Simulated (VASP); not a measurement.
Here is the system:

```xyz
8
Lattice="4.3571 0.0000 0.0000 0.0000 2.7199 0.0000 0.0000 0.0000 24.3121" Properties=species:S:1:pos:R:3 pbc="T T T"
Tc     1.0893     1.3600     9.0154
Tc     3.2678     0.0000     8.2302
Tc     1.0893     0.0000    11.3709
Tc     3.2678     1.3600    10.5857
Tc     1.0893     1.3600    13.7264
Tc     3.2678     0.0000    12.9413
Tc     1.0893     0.0000    16.0819
Tc     3.2678     1.3600    15.2968
```

Computed with PBEsol GGA, VASP's PBE PAW potentials (set 64) (plane waves; VASP 6.6.1). Numerical set-up: PREC = Normal, EDIFF = 1E-5, 400 eV cut-off, 7×10×1 Γ-centred mesh, first-order Methfessel-Paxton smearing of 0.10 eV, potentials Tc_pv.

Task: The ions are relaxed. Which structure does the run end with?

Result: 
```xyz
8
Lattice="4.3571 0.0000 0.0000 0.0000 2.7199 0.0000 0.0000 0.0000 24.3121" Properties=species:S:1:pos:R:3 pbc="T T T"
Tc     1.0893     1.3600     9.0475
Tc     3.2678     0.0000     8.3504
Tc     1.0893     2.7199    11.3450
Tc     3.2678     1.3600    10.5728
Tc     1.0893     1.3600    13.7393
Tc     3.2678     0.0000    12.9671
Tc     1.0893     0.0000    15.9617
Tc     3.2678     1.3600    15.2646
```

Task: How much energy does the relaxation gain?

Result: The energy (σ→0) changes by -20.8 meV/atom, in 8 ionic steps.

```csv
step,E(σ→0) (eV),max force (eV/Å),pressure (GPa),volume (Å³)
1,-85.6545,1.124,-4.58,288.12
2,-85.7891,0.383,-3.63,288.12
3,-85.7954,0.202,-3.33,288.12
4,-85.7954,0.226,-3.27,288.12
5,-85.8052,0.184,-3.00,288.12
6,-85.8179,0.108,-2.17,288.12
7,-85.8208,0.042,-2.09,288.12
8,-85.8207,0.024,-2.10,288.12
```

The cell is a thin slab with vacuum, built from Tc (hcp): (100) face.
